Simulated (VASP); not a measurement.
Here is the system:

```
CELL_PARAMETERS angstrom
      2.22280    -3.82455     0.00000
      2.22280     3.82455     0.00000
      0.00000     0.00000     4.55611
ATOMIC_POSITIONS crystal
  Ga 0.15545 0.84455 0.91806
  Ga 0.34455 0.65545 0.41806
  Ga 0.65545 0.34455 0.58194
  Ga 0.84455 0.15545 0.08194
```

The numbers are results of PBE GGA with D3 dispersion (Becke-Johnson damping), VASP's PBE PAW potentials (set 64) (plane waves; VASP 6.6.1), not measurements. Numerical set-up: 520 eV cut-off, 9×9×8 Γ-centred mesh, tetrahedra with Blöchl corrections, potentials Ga_d.

Task: The job: Ga (alpha), 4 atoms, PBE-D3(BJ), static run, 520 eV, 9×9×8 Γ-centred mesh. Roughly how much core time does it take on a busy server core?

Result: About 3 core-minutes (one run on a shared machine, a rough figure). It had 125 irreducible k-points, 31 bands, up to 2118 plane waves and 15 electronic steps.

The compound is Ga in the alpha structure. It was relaxed first.
